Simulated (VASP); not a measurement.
# MgZn15S16 (a cell with a defect) (Wurtzite-4H) in VASP: notebook, part 2 of 4

VASP 6.6.1. Earlier steps stand in the parts before.

## (3) Electric field gradients, PBE (Zn vacancy, charge -2, host positions)

INCAR reads:

```
SYSTEM = Zn15S16
  PREC = Accurate
  ENCUT = 520
  EDIFF = 1E-8
  ISMEAR = -1
  SIGMA = 0.01
  LREAL = Auto
  LASPH = .TRUE.
  NELM = 100
  ALGO = Fast
  ISIF = 2
  LWAVE = .FALSE.
  LCHARG = .FALSE.
  GGA = PE
  LEFG = .TRUE.
  NELECT = 278.0
  NBANDS = 159
```

KPOINTS reads:

```
regular mesh
0
G
  3 3 2
  0 0 0
```

POSCAR reads:

```
Zn15S16
1.0
    7.6454000000      0.0000000000      0.0000000000
   -3.8227000000      6.6211106220      0.0000000000
    0.0000000000      0.0000000000     12.5200000000
Zn S
15 16
Direct
    0.0000000000      0.5000000000      0.0000000000
    0.5000000000      0.0000000000      0.0000000000
    0.5000000000      0.5000000000      0.0000000000
    0.0000000000      0.0000000000      0.5000000000
    0.0000000000      0.5000000000      0.5000000000
    0.5000000000      0.0000000000      0.5000000000
    0.5000000000      0.5000000000      0.5000000000
    0.1666666666      0.3333333334      0.2500000000
    0.1666666666      0.8333333334      0.2500000000
    0.6666666666      0.3333333334      0.2500000000
    0.6666666666      0.8333333334      0.2500000000
    0.3333333334      0.1666666666      0.7500000000
    0.3333333334      0.6666666666      0.7500000000
    0.8333333334      0.1666666666      0.7500000000
    0.8333333334      0.6666666666      0.7500000000
    0.0000000000      0.0000000000      0.1875000000
    0.0000000000      0.5000000000      0.1875000000
    0.5000000000      0.0000000000      0.1875000000
    0.5000000000      0.5000000000      0.1875000000
    0.0000000000      0.0000000000      0.6875000000
    0.0000000000      0.5000000000      0.6875000000
    0.5000000000      0.0000000000      0.6875000000
    0.5000000000      0.5000000000      0.6875000000
    0.1666666666      0.3333333334      0.4375000000
    0.1666666666      0.8333333334      0.4375000000
    0.6666666666      0.3333333334      0.4375000000
    0.6666666666      0.8333333334      0.4375000000
    0.3333333334      0.1666666666      0.9375000000
    0.3333333334      0.6666666666      0.9375000000
    0.8333333334      0.1666666666      0.9375000000
    0.8333333334      0.6666666666      0.9375000000
```

Potentials or basis: VASP PAW PBE potentials, release 64 (Zn, S).

On the command line:

```bash
cat potpaw_PBE.64/Zn/POTCAR potpaw_PBE.64/S/POTCAR > POTCAR
mpirun -np 1 vasp_std > vasp.out
```

OUTCAR:

```text
SYSTEM = Zn15S16
   PREC = Accurate
   ENCUT = 520
   EDIFF = 1E-8
   ISMEAR = -1
   LREAL = Auto
   LASPH = .TRUE.
   NELM = 100
   ISIF = 2
   GGA = PE
   NELECT = 278.0

 ion  position               nearest neighbor table
   1  0.000  0.500  0.000-  31 2.34  30 2.34  29 2.34  17 2.35
   2  0.500  0.000  0.000-  28 2.34  29 2.34  30 2.34  18 2.35
   3  0.500  0.500  0.000-  29 2.34  28 2.34  31 2.34  19 2.35
   4  0.000  0.000  0.500-  25 2.34  24 2.34  27 2.34  20 2.35
   5  0.000  0.500  0.500-  24 2.34  25 2.34  26 2.34  21 2.35
   6  0.500  0.000  0.500-  27 2.34  26 2.34  25 2.34  22 2.35
   7  0.500  0.500  0.500-  26 2.34  27 2.34  24 2.34  23 2.35
   8  0.167  0.333  0.250-  17 2.34  16 2.34  19 2.34  24 2.35
   9  0.167  0.833  0.250-  16 2.34  17 2.34  18 2.34  25 2.35
  10  0.667  0.333  0.250-  19 2.34  18 2.34  17 2.34  26 2.35
  11  0.667  0.833  0.250-  18 2.34  19 2.34  16 2.34  27 2.35
  12  0.333  0.167  0.750-  22 2.34  23 2.34  20 2.34  28 2.35
  13  0.333  0.667  0.750-  23 2.34  22 2.34  21 2.34  29 2.35
  14  0.833  0.167  0.750-  20 2.34  21 2.34  22 2.34  30 2.35
  15  0.833  0.667  0.750-  21 2.34  20 2.34  23 2.34  31 2.35
  16  0.000  0.000  0.188-   9 2.34   8 2.34  11 2.34
  17  0.000  0.500  0.188-   8 2.34   9 2.34  10 2.34   1 2.35
[... 1230 lines left out ...]

  energy  without entropy=      -99.9571870202  energy(sigma->0) =      -99.95718702

 Electric field gradients (V/A^2)
---------------------------------------------------------------------
 ion       V_xx      V_yy      V_zz      V_xy      V_xz      V_yz
---------------------------------------------------------------------
   1      -6.650   -15.090    21.740     7.303    -9.185    -5.303
   2     -19.305    -2.435    21.740    -0.003     0.000    10.606
   3      -6.651   -15.088    21.738    -7.306     9.185    -5.303
   4       3.041     3.039    -6.079    -0.002    -0.000     0.000
   5       2.825     1.366    -4.191     1.261     0.184     0.106
   6       0.639     3.552    -4.191    -0.002    -0.000    -0.212
[... 23 lines left out ...]
  30     -64.988     4.866    60.122    60.495   -36.249    20.928
  31      39.794   -99.915    60.121    -0.000     0.000   -41.857
---------------------------------------------------------------------

 Electric field gradients after diagonalization (V/A^2)
 (convention: |V_zz| > |V_xx| > |V_yy|)
----------------------------------------------------------------------
 ion       V_xx      V_yy      V_zz     asymmetry (V_yy - V_xx)/ V_zz
----------------------------------------------------------------------
   1     -19.305    -6.429    25.734       0.500
   2     -19.305    -6.429    25.734       0.500
   3     -19.306    -6.426    25.732       0.501
   4       3.042     3.038    -6.079       0.001
   5       3.558     0.639    -4.197       0.696
   6       3.558     0.639    -4.197       0.696
[... 23 lines left out ...]
  30      70.408    39.793  -110.201       0.278
  31      70.408    39.794  -110.201       0.278
----------------------------------------------------------------------

           NMR quadrupolar parameters

 Cq : quadrupolar parameter    Cq=e*Q*V_zz/h
 eta: asymmetry parameters     (V_yy - V_xx)/ V_zz
 Q  : nuclear electric quadrupole moment in mb (millibarn)
----------------------------------------------------------------------
 ion       Cq(MHz)       eta       Q (mb)
----------------------------------------------------------------------
   1       0.062       0.500       1.000
   2       0.062       0.500       1.000
   3       0.062       0.501       1.000
   4      -0.015       0.001       1.000
   5      -0.010       0.696       1.000
   6      -0.010       0.696       1.000
[... 23 lines left out ...]
  30      -0.266       0.278       1.000
  31      -0.266       0.278       1.000
----------------------------------------------------------------------
```

OSZICAR:

```text
N       E                     dE             d eps       ncg     rms          rms(c)
DAV:   1     0.281060418980E+04    0.28106E+04   -0.12132E+05  1908   0.207E+03
[... 17 lines left out ...]
RMM:  19    -0.999571870437E+02    0.66722E-06   -0.47941E-06  2177   0.396E-03    0.544E-03
RMM:  20    -0.999571870341E+02    0.95242E-08   -0.89719E-07  2234   0.282E-03    0.184E-03
RMM:  21    -0.999571868765E+02    0.15767E-06   -0.48893E-07  2227   0.158E-03    0.163E-03
RMM:  22    -0.999571869843E+02   -0.10784E-06   -0.81278E-08  1809   0.739E-04    0.555E-04
RMM:  23    -0.999571870070E+02   -0.22701E-07   -0.32122E-08  1456   0.554E-04    0.535E-04
RMM:  24    -0.999571870254E+02   -0.18430E-07   -0.78060E-09  1313   0.314E-04    0.103E-04
RMM:  25    -0.999571870202E+02    0.51914E-08   -0.28296E-09  1302   0.167E-04
   1 F= -.99957187E+02 E0= -.99957187E+02  d E =-.141074E-11
```

stdout:

```text
POSCAR found type information on POSCAR ZnS
 POSCAR found :  2 types and      31 ions
 scaLAPACK will be used
 LDA part: xc-table for (Slater+PW92), standard interpolation
 POSCAR, INCAR and KPOINTS ok, starting setup
 FFT: planning ... GRIDC
 FFT: planning ... GRID_SOFT
 FFT: planning ... GRID
 WAVECAR not read
 entering main loop
 the old and the new charge density differ
 old charge density:   276.00000 new  278.00001
    0.276E+01
WARNING in EDDRMM: call to ZHEGV failed, returncode =   8  4    143
ion   1
     0.0000468    -0.0930736    -0.0200173     0.0035552    -0.0346709    -0.0537360
     0.0000645    -0.0930736    -0.0200173     0.0035552    -0.0346709    -0.0537360
     0.0000888    -0.0930736    -0.0200173     0.0035552    -0.0346709    -0.0537360
     0.0001223    -0.0930736    -0.0200173     0.0035552    -0.0346709    -0.0537360

     0.0000468    -6.6216723     4.7685158   -17.0931500     8.2593116    -3.8230242
     0.0000645    -6.6215969     4.7684497   -17.0929171     8.2591972    -3.8229807
     0.0000888    -6.6214739     4.7683409   -17.0925350     8.2590088    -3.8229097
     0.0001223    -6.6212743     4.7681628   -17.0919113     8.2587002    -3.8227944
[... 120 lines left out ...]
ion  21
     0.0000369    -0.1685849    -0.2066777    -0.3167434    -0.3579762    -0.0973325
     0.0000508    -0.1685849    -0.2066777    -0.3167434    -0.3579762    -0.0973325
     0.0000700    -0.1685849    -0.2066777    -0.3167434    -0.3579762    -0.0973325
     0.0000964    -0.1685849    -0.2066777    -0.3167434    -0.3579762    -0.0973325

     0.0000369    -2.5691488    -3.2701702    -4.1847429    -5.6641010    -1.4832987
     0.0000508    -2.5691443    -3.2701646    -4.1847358    -5.6640
```

It took 39 min on 1 thread of Intel Xeon Platinum 8375C at 2.90GHz (Ice Lake), shared host; peak memory 0.93 GiB.

What came out:

* Free energy: -99.9572 eV
* Largest force: 1.065 eV/Å
* Band gap on the k mesh: 0.94 eV, direct

Forces in eV/Å, atoms in the order of the input:
```
Zn  -0.621 -0.358 -0.715
Zn   0.000  0.717 -0.715
Zn   0.621 -0.358 -0.715
Zn   0.000  0.000  0.169
Zn   0.108  0.062  0.246
Zn   0.000 -0.125  0.246
Zn  -0.108  0.062  0.246
Zn   0.000 -0.617 -0.377
Zn  -0.535  0.309 -0.377
Zn   0.000  0.000 -0.301
Zn   0.535  0.309 -0.377
Zn   0.087  0.051  1.060
Zn   0.000  0.000  0.305
Zn  -0.087  0.051  1.060
Zn   0.000 -0.101  1.060
S    0.000  0.000  0.232
S    0.063  0.036  0.292
S    0.000 -0.073  0.292
S   -0.063  0.036  0.292
S    0.000  0.000 -0.497
S    0.071  0.041 -0.491
S    0.000 -0.082 -0.491
S   -0.071  0.041 -0.491
S    0.000  0.104  0.175
S    0.090 -0.052  0.175
S    0.000  0.000  0.051
S   -0.090 -0.052  0.175
S   -0.229 -0.132 -0.172
S    0.000  0.000 -0.010
S    0.229 -0.132 -0.172
S    0.000  0.265 -0.172
```

Levels at points of the mesh, in eV from the valence-band top:
| k point | band 135 | band 136 | band 137 | band 138 | band 139 | band 140 | band 141 | band 142 | band 143 | band 144 |
| --- | --- | --- | --- | --- | --- | --- | --- | --- | --- | --- |
| (0.00, 0.00, 0.00) | -1.26 | -1.26 | -0.85 | 0.00 | 0.00 | 0.94 | 1.74 | 1.93 | 2.04 | 2.04 |
| (0.00, 0.00, 0.50) | -1.37 | -1.27 | -1.27 | 0.00 | 0.00 | 1.51 | 1.81 | 1.93 | 2.16 | 2.16 |

Electric field gradients, principal values (V/Å²):
```csv
atom,Vxx,Vyy,Vzz
1 Zn,-6.429,-19.305,25.734
2 Zn,-6.429,-19.305,25.734
3 Zn,-6.426,-19.306,25.732
4 Zn,3.038,3.042,-6.079
5 Zn,0.639,3.558,-4.197
6 Zn,0.639,3.558,-4.197
7 Zn,0.636,3.561,-4.197
8 Zn,5.094,12.303,-17.397
9 Zn,5.091,12.303,-17.394
10 Zn,-4.035,-4.039,8.074
11 Zn,5.094,12.303,-17.397
12 Zn,8.885,14.186,-23.071
13 Zn,3.786,3.790,-7.575
14 Zn,8.888,14.183,-23.071
15 Zn,8.885,14.186,-23.071
16 S,41.779,41.780,-83.559
17 S,-4.127,-7.843,11.970
18 S,-4.127,-7.843,11.970
19 S,-4.128,-7.843,11.971
20 S,-2.324,-2.324,4.648
21 S,-4.439,-5.891,10.330
22 S,-4.439,-5.891,10.330
23 S,-4.439,-5.892,10.330
24 S,5.072,9.194,-14.266
25 S,5.072,9.193,-14.266
26 S,2.498,2.498,-4.996
27 S,5.072,9.194,-14.266
28 S,39.794,70.408,-110.201
29 S,-14.021,-14.022,28.042
30 S,39.793,70.408,-110.201
31 S,39.794,70.408,-110.201
```

Caveat: the cell carries a net charge on a neutralising background, which shifts energy and pressure; the cell is charged against a uniform background, so pressure and absolute levels hang on convention.

(Part 2 of 4 ends here.)
